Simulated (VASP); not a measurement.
Input:

```
CELL_PARAMETERS angstrom
      1.90070    -3.29210     0.00000
      1.90070     3.29210     0.00000
      0.00000     0.00000     6.22874
ATOMIC_POSITIONS crystal
  Zn 0.66667 0.33333 0.50007
  Zn 0.33333 0.66667 0.00007
  S  0.66667 0.33333 0.87493
  S  0.33333 0.66667 0.37493
```

The numbers are results of r2SCAN meta-GGA, VASP's PBE PAW potentials (set 64) (plane waves; VASP), not measurements. Numerical set-up: 480 eV cut-off, 6×6×4 Γ-centred mesh, Gaussian smearing of 0.050 eV, potentials Zn S.

Each row applies one change to this cell, which was relaxed at other settings and keeps the small stress of the first row; at a fixed cut-off the stress holds a Pulay part, so it need not integrate to ΔE exactly. Stress is in GPa, positive when the cell is compressed; gaps are those on the k-mesh, and 0.00 means metallic.

```csv
change,ΔE (meV/atom),σxx,σyy,σzz,"largest shear component, with its sign (GPa)",gap (eV)
none,0.0,0.45,0.45,0.47,0.00,2.82
biaxial strain of -1.0 % in the xz plane with the ions relaxed,…,…,…,…,…,…
shear strain γ_xz = -1.0 %,0.2,0.45,0.44,0.47,0.39,2.81
uniaxial strain of -0.5 % along x,0.5,1.30,0.68,0.63,0.00,2.83
uniaxial strain of +3.0 % along y,…,…,…,…,…,…
uniaxial strain of +4.0 % along z with the ions relaxed,11.9,-1.15,-1.15,-5.15,0.00,2.48
biaxial strain of +2.0 % in the xy plane with the ions relaxed,7.1,-3.18,-3.18,-1.07,0.00,2.66
```

Q: Fill in the missing entries.

A: 
- uniaxial strain of +3.0 % along y, ΔE (meV/atom): 6.8
- uniaxial strain of +3.0 % along y, σxx: -0.85
- uniaxial strain of +3.0 % along y, σyy: -3.93
- uniaxial strain of +3.0 % along y, σzz: -0.40
- uniaxial strain of +3.0 % along y, largest shear component, with its sign (GPa): 0.00
- uniaxial strain of +3.0 % along y, gap (eV): 2.64
- biaxial strain of -1.0 % in the xz plane with the ions relaxed, ΔE (meV/atom): 3.5
- biaxial strain of -1.0 % in the xz plane with the ions relaxed, σxx: 2.30
- biaxial strain of -1.0 % in the xz plane with the ions relaxed, σyy: 1.50
- biaxial strain of -1.0 % in the xz plane with the ions relaxed, σzz: 2.67
- biaxial strain of -1.0 % in the xz plane with the ions relaxed, largest shear component, with its sign (GPa): 0.00
- biaxial strain of -1.0 % in the xz plane with the ions relaxed, gap (eV): 2.90

Failed runs are left out, and for metals the shear rows, which the mesh's noise covers.

The compound is ZnS in the wurtzite structure, the high-temperature form.
